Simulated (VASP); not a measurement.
# SiF under changes of volume

One of the cells (14.168 Å³/atom); the others are scaled copies at fixed shape and fractional positions:

```
Si F
1.0
     3.04866    0.00000    0.00000
     0.00000    3.04866    0.00000
     0.00000    0.00000    3.04866
Si F
1 1
Direct
  0.50000 0.50000 0.50000
  0.00000 0.00000 0.00000
```

The cell was built by a generator and needn't be a form met in nature.

- Program: VASP 6.6.1
- Functional: r2SCAN
- Potentials or basis: VASP PAW PBE potentials, release 64 (Si, F)
- Cutoff: 520 eV
- k mesh: 9 × 9 × 9
- Occupations: fermi-dirac, width 0.05 eV
- Spin: no spin polarisation

```tsv
volume (Å³/atom)	energy over the lowest point (meV/atom)	pressure (GPa)
13.056	12.49	5.3
13.334	4.62	3.2
13.612	?	?
14.168	0.00	-1.6
14.445	3.67	-3.0
14.723	9.48	-4.2
```

Q: What does the run at 13.612 Å³/atom give?

A: Energy over the lowest point 0.12 meV/atom; pressure 1.4 GPa.

Worked out: A Birch-Murnaghan fit of order 3 (a polynomial in V^(-2/3)) to the other rows has its minimum at 13.89 Å³/atom with B0 = V·E''(V) = 78 GPa and B' = 4.8. It gives 0.16 meV/atom at 13.612 Å³/atom, against the run's 0.12, and -dE/dV = 1.7 GPa, against 1.4.

Energies are extrapolated to zero smearing.

Caveats: the PAW data sets were made with another functional, which shifts forces and pressure a little; an odd number of electrons without spin polarisation forces a metal; a magnetic or distorted state may lie lower.
